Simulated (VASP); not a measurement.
Method: PBEsol GGA, VASP's PBE PAW potentials (set 64) (plane waves; VASP).

VASP input:

### INCAR
```
ALGO = Normal
EDIFF = 1E-6
EDIFFG = -0.02
ENCUT = 500
GGA = PS
IBRION = 2
ISIF = 3
ISMEAR = 0
LASPH = .True.
LCHARG = .False.
LMAXMIX = 4
LREAL = .False.
LWAVE = .False.
NELM = 100
NSW = 40
PREC = Accurate
SIGMA = 0.05
SYSTEM = GaP
```

File POSCAR:
```
GaP
1
   -0.0000000000     2.7164457347     2.7164457347
    2.7164457347     0.0000000000     2.7164457347
    2.7164457347     2.7164457347     0.0000000000
Ga P
1 1
Direct
  0.0000000000   0.0000000000   0.0000000000
  0.2500000000   0.2500000000   0.2500000000
```

**KPOINTS**
```
Regular mesh
0
gamma
 8 8 8
```

POTCAR, in this order: Ga_d P (PBE.64 set). Program: vasp_std.

What VASP printed:

OSZICAR:
```
       N       E                     dE             d eps       ncg     rms          rms(c)
DAV:   1     0.753868704252E+02    0.75387E+02   -0.91903E+03   786   0.196E+03
DAV:   2    -0.455356218092E+01   -0.79940E+02   -0.77435E+02   814   0.314E+02
DAV:   3    -0.101107099897E+02   -0.55571E+01   -0.55332E+01   964   0.723E+01
DAV:   4    -0.102072436064E+02   -0.96534E-01   -0.96501E-01   895   0.102E+01
DAV:   5    -0.102096925753E+02   -0.24490E-02   -0.24485E-02   991   0.138E+00    0.417E+00
DAV:   6    -0.996362328650E+01    0.24607E+00   -0.44060E-01  1147   0.142E+01    0.265E+00
DAV:   7    -0.992378564649E+01    0.39838E-01   -0.99831E-02  1037   0.273E+00    0.100E+00
DAV:   8    -0.992077078537E+01    0.30149E-02   -0.13065E-02   882   0.165E+00    0.157E-01
DAV:   9    -0.992091409533E+01   -0.14331E-03   -0.11336E-03  1096   0.589E-01    0.667E-02
DAV:  10    -0.992093408694E+01   -0.19992E-04   -0.66557E-05   854   0.819E-02    0.278E-02
DAV:  11    -0.992096037887E+01   -0.26292E-04   -0.28586E-05   869   0.648E-02    0.399E-03
DAV:  12    -0.992096029920E+01    0.79671E-07   -0.14539E-06   650   0.186E-02
   1 F= -.99209603E+01 E0= -.99209603E+01  d E =-.992096E+01
       N       E                     dE             d eps       ncg     rms          rms(c)
DAV:   1    -0.992271181943E+01   -0.17514E-02   -0.22702E-02   994   0.325E+00    0.243E-01
DAV:   2    -0.992137665325E+01    0.13352E-02   -0.24222E-03   964   0.124E+00    0.110E-01
DAV:   3    -0.992104110228E+01    0.33555E-03   -0.40762E-04   994   0.444E-01    0.256E-02
DAV:   4    -0.992100999844E+01    0.31104E-04   -0.39157E-05   873   0.982E-02    0.104E-02
DAV:   5    -0.992100414836E+01    0.58501E-05   -0.28119E-06   712   0.253E-02    0.312E-03
DAV:   6    -0.992100390640E+01    0.24197E-06   -0.29193E-07   402   0.874E-03
   2 F= -.99210039E+01 E0= -.99210039E+01  d E =-.436072E-04
```

OUTCAR:
```
------------------------ aborting loop because EDIFF is reached ----------------------------------------
  FORCE on cell =-STRESS in cart. coord.  units (eV):
  Direction    XX          YY          ZZ          XY          YZ          ZX
  --------------------------------------------------------------------------------------
  Total       -0.0276122     -0.0276122     -0.0276122      0.0000000      0.0000000      0.0000000
  in kB       -1.0998375     -1.0998375     -1.0998375      0.0000000      0.0000000      0.0000000
  external PRESSURE =      -1.0998375 kB  Pullay stress =       0.0000000 kB
  volume of cell :       40.22
      direct lattice vectors                 reciprocal lattice vectors
    -0.000000000  2.719470290  2.719470290    -0.183859335  0.183859335  0.183859335
     2.719470290  0.000000000  2.719470290     0.183859335 -0.183859335  0.183859335
     2.719470290  2.719470290 -0.000000000     0.183859335  0.183859335 -0.183859335
  FREE ENERGIE OF THE ION-ELECTRON SYSTEM (eV)
  ---------------------------------------------------
  free  energy   TOTEN  =        -9.9210039064 eV

  energy  without entropy=       -9.9210039064  energy(sigma->0) =       -9.92100391

 reached required accuracy - stopping structural energy minimisation
```
(Selected blocks of OUTCAR.)

### CONTCAR
```
GaP
   1.00000000000000
    -0.0000000000000000    2.7194702904199857    2.7194702904199857
     2.7194702904199857    0.0000000000000000    2.7194702904199857
     2.7194702904199857    2.7194702904199857   -0.0000000000000000
  Ga              P
     1     1
Direct
     1.0000000000000000    0.0000000000000000    0.0000000000000000
     0.2500000000000000    0.2500000000000000    0.2500000000000000
```

OUTCAR:
```
 val. band max:        4.6340414521   @ k =   0.0000   0.0000   0.0000

 cond. band min:       6.1374432060   @ k =   0.5000   0.5000   0.0000


 Fermi energy:         4.9154559773

 k-point     1 :       0.0000    0.0000    0.0000
  band No.  band energies     occupation
      1      -9.9180      2.00000
      2      -9.9180      2.00000
      3      -9.9180      2.00000
      4      -9.8154      2.00000
      5      -9.8154      2.00000
      6      -7.9384      2.00000
      7       4.6340      2.00000
      8       4.6340      2.00000
      9       4.6340      2.00000
     10       6.4368      0.00000
     11       8.4590      0.00000
     12       8.4590      0.00000
     13       8.4590      0.00000

 k-point     2 :       0.1250    0.0000    0.0000
  band No.  band energies     occupation
      1      -9.9324      2.00000
      2      -9.9132      2.00000
      3      -9.9132      2.00000
      4      -9.8154      2.00000
      5      -9.8154      2.00000
      6      -7.7329      2.00000
      7       2.9802      2.00000
      8       4.3981      2.00000
      9       4.3981      2.00000
     10       7.0521      0.00000
     11       8.8157      0.00000
     12       8.8157      0.00000
     13       9.0448      0.00000

 k-point     3 :       0.2500    0.0000    0.0000
  band No.  band energies     occupation
      1      -9.9637      2.00000
      2      -9.9029      2.00000
      3      -9.9029      2.00000
      4      -9.8141      2.00000
      5      -9.8141      2.00000
      6      -7.1500      2.00000
      7       0.7057      2.00000
      8       3.9568      2.00000
      9       3.9568      2.00000
     10       6.7314      0.00000
     11       9.3244      0.00000
     12       9.3244      0.00000
     13      10.9274      0.00000

 k-point     4 :       0.3750    0.0000    0.0000
  band No.  band energies     occupation
      1      -9.9918      2.00000
      2      -9.8950      2.00000
      3      -9.8950      2.00000
...
```

The compound is GaP in the zinc blende structure. This run relaxes it. Symmetry was kept, so distortions that lower it aren't found.
